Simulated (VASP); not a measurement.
Computed with PBE GGA with D3 dispersion (zero damping), VASP's PBE PAW potentials (set 64) (plane waves; VASP).

VASP ran on this input.

INCAR:
```
! general
SYSTEM  = Pt3Ti
PREC    = Accurate
ENCUT   = 520
LREAL   = .FALSE.
LASPH   = .TRUE.

! electronic loop
EDIFF   = 1E-7
NELM    = 100
ALGO    = Normal
LMAXMIX = 6

! smearing
ISMEAR  = 1
SIGMA   = 0.1

! functional
GGA     = PE
IVDW    = 11

! ions
ISIF    = 2

! output
LWAVE   = .FALSE.
LCHARG  = .FALSE.
```

POSCAR:
```
Pt3Ti
1
    3.9337230990     0.0000000000     0.0000000000
    0.0000000000     3.9337230990     0.0000000000
    0.0000000000     0.0000000000     3.9337230990
Ti Pt
1 3
Direct
  0.0000000000   0.0000000000   0.0000000000
  0.0000000000   0.5000000000   0.5000000000
  0.5000000000   0.0000000000   0.5000000000
  0.5000000000   0.5000000000   0.0000000000
```

### KPOINTS
```
Automatic
0
G
  8 8 8
```

POTCAR, in this order: Ti_sv Pt (PBE.64 set). Program: vasp_std.

Q: What will the output report for the number of irreducible k-points (NKPTS), largest plane-wave count, number of space-group operations, FFT grid (NGX, NGY, NGZ)?

A: 
```
Property                                       Value
--------------------------------------  ------------
number of irreducible k-points (NKPTS)            35
largest plane-wave count                        1666
number of space-group operations                  48
FFT grid (NGX, NGY, NGZ)                30 × 30 × 30
```

The compound is Pt3Ti in the L1_2 structure. This cell is one point of a volume scan, at 1.03 of the reference volume.
